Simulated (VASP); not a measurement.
Consider the following.

```
CELL_PARAMETERS angstrom
      2.46089     0.00000     0.00000
     -1.23044     2.13119     0.00000
      0.00000     0.00000    19.99680
ATOMIC_POSITIONS crystal
  C  0.66667 0.33333 0.00000
  C  0.33333 0.66667 0.00000
```

Calculation: PBEsol GGA, VASP's PBE PAW potentials (set 64) (plane waves; VASP 6.6.1). Numerical set-up: 520 eV cut-off, Gaussian smearing of 0.050 eV, potentials C.

The cell holds a wide vacuum, so values per volume refer to the whole cell.

Task: Predict the band gap (along the path) with the smallest direct gap where there is one.

Result: 
The band gap (along the path) comes out as none (metal, semimetal or under 0.01 eV).

Only differences to runs with the same potentials and settings are physical.

The cell is a sheet with vacuum, built from a database entry that may be metastable or hypothetical.
